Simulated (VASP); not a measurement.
# Be3CdSe4 (Pmn2_1) in VASP: single point with r2SCAN

Aim: the single point of Be3CdSe4 with r2SCAN.

Program: VASP 6.6.1. These are calculated values, not measurements. Logs are shortened: lines on timing, memory, paths and dates and some standing lists are left out, and cuts for length are marked.

### 1 Starting point

The structure is orthorhombic, space group Pmn2_1 (No. 31). Conventional cell: a = 7.678 Å, b = 6.613 Å, c = 6.297 Å, α = 90.00°, β = 90.00°, γ = 90.00°. Be (site symmetry m) is surrounded by 4 Se at 2.23 to 2.28 Å. Around Be (site symmetry 1) lie 4 Se at 2.24 to 2.32 Å. Cd (site symmetry m) has 4 Se at 2.63 to 2.64 Å as nearest neighbours. Around Se (site symmetry m) lie 3 Be at 2.27 to 2.28 Å. Se (site symmetry 1) has 3 Be at 2.23 to 2.27 Å as nearest neighbours. Se (site symmetry m) has 3 Be at 2.28 to 2.32 Å as nearest neighbours.

The cell was built by a generator and needn't be a form met in nature.

### 2 Single point, r2SCAN

INCAR reads:

```
ALGO     = Normal         # electronic algorithm
EDIFF    = 1E-6           # SCF threshold, eV
ENCUT    = 520            # plane-wave cutoff, eV
ISIF     = 2              # what is computed and relaxed
ISMEAR   = 0              # smearing method
KPAR     = 8            
LASPH    = True           # aspherical terms in the spheres
LCHARG   = False          # write CHGCAR
LMIXTAU  = True         
LREAL    = False          # projectors in reciprocal space
LWAVE    = False          # write WAVECAR
METAGGA  = R2SCAN         # meta-GGA
NBANDS   = 56             # bands
NELM     = 150            # most SCF steps
PREC     = Accurate       # precision mode
SIGMA    = 0.03           # smearing width, eV
```

KPOINTS reads:

```
k-points
0
Gamma
  4 4 4
```

POSCAR reads:

```
Be3CdSe4                                
1.0
    7.6779341642      0.0000000000      0.0000000000
    0.0000000000      6.6127553433      0.0000000000
    0.0000000000      0.0000000000      6.2968795051
  Be              Cd              Se            
     6     2     8
Direct
     0.5000000000000000    0.1827086099889678    0.4975204142004813
     0.7492593980227411    0.6615120688096175    0.4971247588044129
     0.2507406019772589    0.6615120688096175    0.4971247588044129
     0.0000000000000000    0.8172913900110321    0.9975204142004813
     0.2492593980227411    0.3384879311903824    0.9971247588044129
     0.7507406019772589    0.3384879311903824    0.9971247588044129
     0.0000000000000000    0.1622850028648590    0.5031554075654049
     0.5000000000000000    0.8377149971351411    0.0031554075654048
     0.5000000000000000    0.2125084485252217    0.8565948143170095
     0.7765429160655458    0.6487016271790027    0.8558867632314624
     0.2234570839344542    0.6487016271790027    0.8558867632314624
     0.5000000000000000    0.8449783898245524    0.4214488598453602
     0.0000000000000000    0.7874915514747783    0.3565948143170095
     0.2765429160655458    0.3512983728209973    0.3558867632314623
     0.7234570839344542    0.3512983728209973    0.3558867632314623
     0.0000000000000000    0.1550216101754477    0.9214488598453603
```

Potentials or basis: VASP PAW PBE potentials, release 64 (Be, Cd, Se).

Started as:

```sh
> cat potpaw_PBE.64/Be/POTCAR potpaw_PBE.64/Cd/POTCAR potpaw_PBE.64/Se/POTCAR > POTCAR
> mpirun -np 8 vasp_std > vasp.out
```

OUTCAR:

```text
EDIFF = 1E-6
   ENCUT = 520
   ISIF = 2
   ISMEAR = 0
   LASPH = True
   LREAL = False
   METAGGA = R2SCAN
   NELM = 150
   PREC = Accurate

 ion  position               nearest neighbor table
   1  0.500  0.183  0.498-  14 2.23  15 2.23   9 2.27  12 2.28
   2  0.749  0.662  0.497-  15 2.24  10 2.27  13 2.28  12 2.32
   3  0.251  0.662  0.497-  14 2.24  11 2.27  13 2.28  12 2.32
   4  0.000  0.817  0.998-  10 2.23  11 2.23  13 2.27  16 2.28
   5  0.249  0.338  0.997-  11 2.24  14 2.27   9 2.28  16 2.32
   6  0.751  0.338  0.997-  10 2.24  15 2.27   9 2.28  16 2.32
[... 8 lines left out ...]
  15  0.723  0.351  0.356-   1 2.23   2 2.24   6 2.27   7 2.63
  16  0.000  0.155  0.921-   4 2.28   5 2.32   6 2.32   7 2.63

  LATTYP: Found a simple orthorhombic cell.
 ALAT       =     6.2968795051
 B/A-ratio  =     1.0501638689
 C/A-ratio  =     1.2193236599

  Lattice vectors:

 A1 = (   0.0000000000,   0.0000000000,  -6.2968795051)
 A2 = (   0.0000000000,   6.6127553433,   0.0000000000)
 A3 = (   7.6779341642,   0.0000000000,   0.0000000000)

Analysis of symmetry for initial positions (statically):
=====================================================================
 Subroutine PRICEL returns:
 Original cell was already a primitive cell.

 Routine SETGRP: Setting up the symmetry group for a
 simple orthorhombic supercell.

 Subroutine GETGRP returns: Found  4 space group operations
 (whereof  2 operations were pure point group operations)
 out of a pool of  8 trial point group operations.

The static configuration has the point symmetry C_1h.
 The point group associated with its full space group is C_2v.

Analysis of symmetry for dynamics (positions and initial velocities):
=====================================================================
 Subroutine PRICEL returns:
 Original cell was already a primitive cell.

 Routine SETGRP: Setting up the symmetry group for a
 simple orthorhombic supercell.

 Subroutine GETGRP returns: Found  4 space group operations
 (whereof  2 operations were pure point group operations)
 out of a pool of  8 trial point group operations.

The dynamic configuration has the point symmetry C_1h.
 The point group associated with its full space group is C_2v.

 Subroutine INISYM returns: Found  4 space group operations
 (whereof  2 operations are pure point group operations),
 and found     1 'primitive' translations

----------------------------------------------------------------------------------------

                                     Primitive cell

  volume of cell :     319.7071

  direct lattice vectors                    reciprocal lattice vectors
     7.677934164  0.000000000  0.000000000     0.130243367  0.000000000  0.000000000
     0.000000000  6.612755343  0.000000000     0.000000000  0.151222894  0.000000000
     0.000000000  0.000000000  6.296879505     0.000000000  0.000000000  0.158808819

  length of vectors
     7.677934164  6.612755343  6.296879505     0.130243367  0.151222894  0.158808819

  position of ions in fractional coordinates (direct lattice)
     0.500000000  0.182708610  0.497520414
     0.749259398  0.661512069  0.497124759
     0.250740602  0.661512069  0.497124759
     0.000000000  0.817291390  0.997520414
     0.249259398  0.338487931  0.997124759
     0.750740602  0.338487931  0.997124759
[... 8 lines left out ...]
     0.723457084  0.351298373  0.355886763
     0.000000000  0.155021610  0.921448860

  ion indices of the primitive-cell ions
   primitive index   ion index
                 1           1
                 2           2
                 3           3
                 4           4
                 5           5
                 6           6
[... 8 lines left out ...]
                15          15
                16          16

----------------------------------------------------------------------------------------

 KPOINTS: k-points

Automatic generation of k-mesh.
 Grid dimensions read from file:
 generate k-points for:    4    4    4

 Generating k-lattice:

  Cartesian coordinates                     Fractional coordinates (reciprocal lattice)
     0.032560842  0.000000000  0.000000000     0.250000000  0.000000000  0.000000000
     0.000000000  0.037805723  0.000000000     0.000000000  0.250000000  0.000000000
     0.000000000  0.000000000  0.039702205     0.000000000  0.000000000  0.250000000

  Length of vectors
     0.032560842  0.037805723  0.039702205

  Shift w.r.t. Gamma in fractional coordinates (k-lattice)
     0.000000000  0.000000000  0.000000000

 Subroutine IBZKPT returns following result:
 ===========================================

 Found     27 irreducible k-points:

 Following reciprocal coordinates:
            Coordinates               Weight
  0.000000  0.000000  0.000000      1.000000
  0.250000  0.000000  0.000000      2.000000
  0.500000  0.000000  0.000000      1.000000
  0.000000  0.250000  0.000000      2.000000
  0.250000  0.250000  0.000000      4.000000
  0.500000  0.250000  0.000000      2.000000
[... 16 lines left out ...]
  0.250000  0.250000  0.500000      4.000000
  0.500000  0.250000  0.500000      2.000000
 [... further k-points ...]
   k-points           NKPTS =     27   k-points in BZ     NKDIM =     27   number of bands    NBANDS=     56
   number of dos      NEDOS =    301   number of ions     NIONS =     16
   total plane-waves  NPLWV = 144000
   dimension x,y,z NGX =    60 NGY =   50 NGZ =   48
   dimension x,y,z NGXF=   120 NGYF=  100 NGZF=   96
   ions per type =               6   2   8
   NGX,Y,Z   is equivalent  to a cutoff of  12.99, 12.57, 12.67 a.u.
   NGXF,Y,Z  is equivalent  to a cutoff of  25.98, 25.14, 25.35 a.u.
 SYSTEM =  unknown system
   PREC   = accura    normal or accurate (medium, high low for compatibility)
   ISTART =      0    job   : 0-new  1-cont  2-samecut
   ICHARG =      2    charge: 1-file 2-atom 10-const
   ISPIN  =      1    spin polarized calculation?
   LNONCOLLINEAR =      F non collinear calculations
   LSORBIT =      F    spin-orbit coupling
   LASPH  =      T    aspherical Exc in radial PAW
   ENCUT  =  520.0 eV  38.22 Ry    6.18 a.u.  14.28 12.30 11.71*2*pi/ulx,y,z
   NELM   =    150;   NELMIN=  2; NELMDL= -5     # of ELM steps
   EDIFF  = 0.1E-05   stopping-criterion for ELM
   LREAL  =      F    real-space projection
[... 7 lines left out ...]
   TEBEG  =    0.0;   TEEND  =   0.0 temperature during run
   PSTRESS=    0.0 pullay stress
   NELECT =      84.0000    total number of electrons
   NUPDOWN=      -1.0000    fix difference up-down
   EMIN   =  10.00;   EMAX   =-10.00  energy-range for DOS
   EFERMI =   0.00;   METHOD = LEGACY
   ISMEAR =     0;   SIGMA  =   0.03  broadening in eV -4-tet -1-fermi 0-gaus
   EFERMI_NEDOS =   21; number of points for ismear=-14 and -15
   IALGO  =     38    algorithm
   IMIX   =      4    mixing-type and parameters
     AMIX     =   0.40;   BMIX     =  1.00
     AMIX_MAG =   1.60;   BMIX_MAG =  1.00
  volume/ion in A,a.u.               =      19.98       134.84
  Fermi-wavevector in a.u.,A,eV,Ry     =   1.048537  1.981448 14.958657  1.099430
  Thomas-Fermi vector in A             =   2.183463
   LORBIT       =      0    0 simple, 1 ext, 2 COOP (PROOUT), +10 PAW based schemes
   METAGGA = R2SCAN    functional components
   LHFCALC =     F    Hartree Fock is set to
   AEXX    =    0.0000 exact exchange contribution
   IVDW    =     0    specifies the selected vdW correction
   LEPSILON=     F    determine dielectric tensor
   LRPA    =     F    only Hartree local field effects (RPA)
 non-spin polarized calculation
 Gauss-broadening in eV      SIGMA  =   0.03
  energy-cutoff  :      520.00
  volume of cell :      319.71
 maximum number of plane-waves:      8664
 NGX is ok and might be reduce to    60
   NGX = 29   NGY = 25   NGZ = 23

 number of electron      83.9999992 magnetization

 Free energy of the ion-electron system (eV)
  ---------------------------------------------------
  ext. energy  EPLUGINS =         0.00000000
  ---------------------------------------------------
  free energy    TOTEN  =      -194.32091333 eV

  energy without entropy =     -194.32091333  energy(sigma->0) =     -194.32091333

 E-fermi :   2.4428     XC(G=0):  -9.7038

 val. band max:        2.2733942583   @ k =   0.0000   0.0000   0.0000
 cond. band min:       5.2876411189   @ k =   0.0000   0.0000   0.0000
 fundamental gap:      3.0142468606
 Fermi energy:         2.4428015421

 k-point     1 :       0.0000    0.0000    0.0000
  band No.  band energies     occupation
      1     -11.6578      2.00000
      2     -10.7292      2.00000
      3     -10.6299      2.00000
      4     -10.5672      2.00000
      5     -10.4459      2.00000
      6     -10.2440      2.00000
[... 46 lines left out ...]
     53       8.4028      0.00000
     54       8.5220      0.00000

 k-point     2 :       0.2500    0.0000    0.0000
  band No.  band energies     occupation
      1     -11.5744      2.00000
      2     -11.0140      2.00000
      3     -10.5214      2.00000
      4     -10.4840      2.00000
      5     -10.3390      2.00000
      6     -10.2856      2.00000
[... 46 lines left out ...]
     53       8.2512      0.00000
     54       8.3780      0.00000

 k-point     3 :       0.5000    0.0000    0.0000
  band No.  band energies     occupation
      1     -11.3414      2.00000
      2     -11.3414      2.00000
      3     -10.4020      2.00000
      4     -10.4020      2.00000
      5     -10.3640      2.00000
      6     -10.3640      2.00000
[... 46 lines left out ...]
     53       8.5074      0.00000
     54       8.5074      0.00000
[... 1084 lines left out ...]
 k-point    23 :       0.2500    0.2500    0.5000
  band No.  band energies     occupation
      1     -11.0545      2.00000
      2     -11.0545      2.00000
      3     -10.6275      2.00000
      4     -10.6275      2.00000
      5     -10.4390      2.00000
      6     -10.4390      2.00000
[... 46 lines left out ...]
     53       8.1393      0.00000
     54       8.1393      0.00000

 k-point    24 :       0.5000    0.2500    0.5000
  band No.  band energies     occupation
      1     -10.9434      2.00000
      2     -10.9434      2.00000
      3     -10.7765      2.00000
      4     -10.7765      2.00000
      5     -10.4322      2.00000
      6     -10.4322      2.00000
[... 46 lines left out ...]
     53       8.3986      0.00000
     54       8.3986      0.00000

 [... further k-points ...]

 [bands above 54 left out]

------------------------ aborting loop because EDIFF is reached ----------------------------------------

  FORCE on cell =-STRESS in cart. coord.  units (eV):
  Direction    XX          YY          ZZ          XY          YZ          ZX
  --------------------------------------------------------------------------------------
  -------------------------------------------------------------------------------------
  Total       -1.8492603     -1.9515257     -1.9556852      0.0000000      0.0000000      0.0000000
  in kB       -9.2673678     -9.7798599     -9.8007049      0.0000000      0.0000000      0.0000000
  external PRESSURE =      -9.6159776 kB  Pullay stress =       0.0000000 kB

 VOLUME and BASIS-vectors are now :
 -----------------------------------------------------------------------------
  energy-cutoff  :      520.00
  volume of cell :      319.71
      direct lattice vectors                 reciprocal lattice vectors
     7.677934164  0.000000000  0.000000000     0.130243367  0.000000000  0.000000000
     0.000000000  6.612755343  0.000000000     0.000000000  0.151222894  0.000000000
     0.000000000  0.000000000  6.296879505     0.000000000  0.000000000  0.158808819

 POSITION                                       TOTAL-FORCE (eV/Angst)
 -----------------------------------------------------------------------------------
      3.83897      1.20821      3.13283         0.000000      0.014868      0.001606
      5.75276      4.37442      3.13033         0.006418     -0.008492      0.009643
      1.92517      4.37442      3.13033        -0.006418     -0.008492      0.009643
      0.00000      5.40455      6.28127         0.000000     -0.014868      0.001606
      1.91380      2.23834      6.27877         0.006418      0.008492      0.009643
      5.76414      2.23834      6.27877        -0.006418      0.008492      0.009643
[... 8 lines left out ...]
      5.55466      2.32305      2.24098         0.075867     -0.046726      0.029002
      0.00000      1.02512      5.80225         0.000000     -0.004927     -0.093304
 -----------------------------------------------------------------------------------
    total drift:                                0.000000      0.000000     -0.002420

  FREE ENERGIE OF THE ION-ELECTRON SYSTEM (eV)
  ---------------------------------------------------
  free  energy   TOTEN  =      -194.3209133338 eV

  energy  without entropy=     -194.3209133338  energy(sigma->0) =     -194.32091333
```

It took 3.1 min on 8 MPI ranks of Intel Xeon 6975P-C (Granite Rapids), shared host; peak memory 0.66 GiB.

What came out:

- Free energy: -194.3209 eV
- Pressure: -1.0 GPa
- Largest force: 0.094 eV/Å
- Band gap on the k mesh: 3.01 eV, direct

Forces in eV/Å, atoms in the order of the input:
```
Be   0.000  0.015  0.002
Be   0.006 -0.008  0.010
Be  -0.006 -0.008  0.010
Be   0.000 -0.015  0.002
Be   0.006  0.008  0.010
Be  -0.006  0.008  0.010
Cd   0.000  0.003 -0.014
Cd   0.000 -0.003 -0.014
Se   0.000 -0.084  0.028
Se  -0.076  0.047  0.029
Se   0.076  0.047  0.029
Se   0.000  0.005 -0.093
Se   0.000  0.084  0.028
Se  -0.076 -0.047  0.029
Se   0.076 -0.047  0.029
Se   0.000 -0.005 -0.093
```

Caveat: the PAW data sets were made with another functional, which shifts forces and pressure a little. r2SCAN opens gaps a little over a GGA but as a rule still falls short of measured ones.
